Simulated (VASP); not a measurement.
OSZICAR of a VASP run on PtS2 (1T layered):

**OSZICAR**
```
       N       E                     dE             d eps       ncg     rms          rms(c)
DAV:   1     0.938506035777E+02    0.93851E+02   -0.91971E+03   896   0.106E+03
DAV:   2    -0.143844226315E+02   -0.10824E+03   -0.10622E+03  1085   0.223E+02
DAV:   3    -0.183043374260E+02   -0.39199E+01   -0.39047E+01  1107   0.464E+01
DAV:   4    -0.183402712751E+02   -0.35934E-01   -0.35930E-01  1071   0.489E+00
DAV:   5    -0.183409432353E+02   -0.67196E-03   -0.67195E-03  1106   0.628E-01    0.190E+01
DAV:   6    -0.172594494043E+02    0.10815E+01   -0.77886E+00   868   0.285E+01    0.123E+01
DAV:   7    -0.170269420476E+02    0.23251E+00   -0.13186E+00   875   0.128E+01    0.566E+00
DAV:   8    -0.169998578759E+02    0.27084E-01   -0.91952E-02   938   0.225E+00    0.133E+00
DAV:   9    -0.169946219178E+02    0.52360E-02   -0.12397E-02   980   0.126E+00    0.271E-01
DAV:  10    -0.169946952081E+02   -0.73290E-04   -0.19338E-03  1001   0.317E-01    0.766E-02
DAV:  11    -0.169947065136E+02   -0.11305E-04   -0.48990E-05  1085   0.608E-02    0.478E-02
DAV:  12    -0.169947064963E+02    0.17298E-07   -0.51400E-06  1036   0.220E-02    0.167E-02
DAV:  13    -0.169947068256E+02   -0.32929E-06   -0.15897E-06  1043   0.100E-02    0.407E-03
DAV:  14    -0.169947068538E+02   -0.28192E-07   -0.63480E-08  1092   0.230E-03    0.136E-03
DAV:  15    -0.169947068677E+02   -0.13912E-07   -0.13653E-08   730   0.880E-04    0.252E-04
DAV:  16    -0.169947068684E+02   -0.71236E-09   -0.12789E-09   546   0.287E-04
   1 F= -.16994707E+02 E0= -.16994706E+02  d E =-.169947E+02
       N       E                     dE             d eps       ncg     rms          rms(c)
DAV:   1    -0.169947081911E+02   -0.13234E-05   -0.12926E-04   854   0.675E-02    0.798E-03
DAV:   2    -0.169947085039E+02   -0.31285E-06   -0.53463E-06  1099   0.162E-02    0.346E-03
DAV:   3    -0.169947084506E+02    0.53282E-07   -0.10245E-07  1036   0.321E-03    0.221E-03
DAV:   4    -0.169947084201E+02    0.30492E-07   -0.16054E-08   665   0.127E-03    0.922E-04
DAV:   5    -0.169947083949E+02    0.25229E-07   -0.57885E-09   476   0.756E-04    0.148E-04
DAV:   6    -0.169947083960E+02   -0.10468E-08   -0.10545E-09   448   0.271E-04
   2 F= -.16994708E+02 E0= -.16994708E+02  d E =-.152756E-05
       N       E                     dE             d eps       ncg     rms          rms(c)
DAV:   1    -0.169947085279E+02   -0.13300E-06   -0.51495E-05   840   0.426E-02    0.511E-03
DAV:   2    -0.169947086316E+02   -0.10367E-06   -0.21486E-06  1106   0.103E-02    0.216E-03
DAV:   3    -0.169947086026E+02    0.28978E-07   -0.41770E-08  1008   0.205E-03    0.137E-03
DAV:   4    -0.169947085844E+02    0.18184E-07   -0.62412E-09   525   0.804E-04    0.588E-04
DAV:   5    -0.169947085694E+02    0.15018E-07   -0.24108E-09   434   0.480E-04    0.926E-05
DAV:   6    -0.169947085685E+02    0.84879E-09   -0.44262E-10   420   0.176E-04
   3 F= -.16994709E+02 E0= -.16994708E+02  d E =-.172593E-06
```

Which electronic solver shows in the log?

It is blocked Davidson (ALGO = Normal, or the opening steps of other solvers). The INCAR had ALGO = Normal.

Can the final energy be trusted as converged?

Self-consistency was reached. It stopped with EDIFF = 1E-8, NELM = 100, NSW = 30 and EDIFFG = -0.001 after 3 ionic steps (PBEsol GGA, plane waves, VASP's PBE PAW potentials (set 64)). Without a dispersion term in the relaxation, distances and binding between the weakly bound layers, chains or molecules are unreliable, and so is what depends on them.

The compound is PtS2 in the 1T layered structure. This run relaxes the ions in a fixed cell. Symmetry was kept, so distortions that lower it aren't found. The start is the result of an earlier pass.
